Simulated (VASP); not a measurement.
Consider the following.

```xyz
5
Lattice="4.2188 0.0000 0.0000 0.0000 4.2188 0.0000 0.0000 0.0000 4.2188" Properties=species:S:1:pos:R:3 pbc="T T T"
Ba     0.0000     0.0000     0.0000
Zr     2.1094     2.1094     2.1094
O      2.1094     0.0000     2.1094
O      0.0000     2.1094     2.1094
O      2.1094     2.1094     0.0000
```

Level of theory: PBE GGA with D3 dispersion (zero damping), VASP's PBE PAW potentials (set 64) (plane waves; VASP 6.6.1). Settings: 520 eV cut-off, 5×5×5 Γ-centred mesh, Gaussian smearing of 0.050 eV, potentials Ba_sv Zr_sv O.

**Question.** Estimate the energy per atom (σ→0).

**Answer.** 
```
Item                                    Value
---------------------  ----------------------
energy per atom (σ→0)  -820.6 kJ/mol of atoms
```

The absolute energy has meaning only against runs of the same code, potentials and settings.

The compound is BaZrO3 in the cubic perovskite structure. It was relaxed first.
